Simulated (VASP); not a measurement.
Given:

```yaml
crystal:
  lattice:
    - [0.00000, 2.31000, 2.31000]
    - [2.31000, 0.00000, 2.31000]
    - [2.31000, 2.31000, 0.00000]
  atoms:
    - { symbol: Li, position: [0.25000, 0.25000, 0.25000] }
    - { symbol: Li, position: [0.75000, 0.75000, 0.75000] }
    - { symbol: O, position: [0.00000, 0.00000, 0.00000] }
```

Method: PBE GGA, VASP's PBE PAW potentials (set 64) (plane waves; VASP). Settings: 400 eV cut-off, 8×8×8 Γ-centred mesh, Fermi-Dirac smearing of 0.020 eV, potentials Li_sv O.

**Question.** Give the energies of bands 4 to 7 at the high-symmetry points, in eV from the valence-band maximum.

**Answer.** 
| band | Γ | X | U | L | W |
|---|---|---|---|---|---|
| 4 | 0.00 | -1.52 | -2.00 | -2.75 | -1.83 |
| 5 | 0.00 | -1.39 | -1.45 | -0.45 | -1.45 |
| 6 | 0.00 | -1.39 | -1.09 | -0.45 | -1.45 |
| 7 | 5.29 | 4.94 | 6.53 | 9.23 | 7.15 |

The gap is indirect, 4.94 eV, from the valence maximum at Γ to the conduction minimum at X.

The structure is a typed Li2O crystal (Fm-3m). The cell was not relaxed at this level.
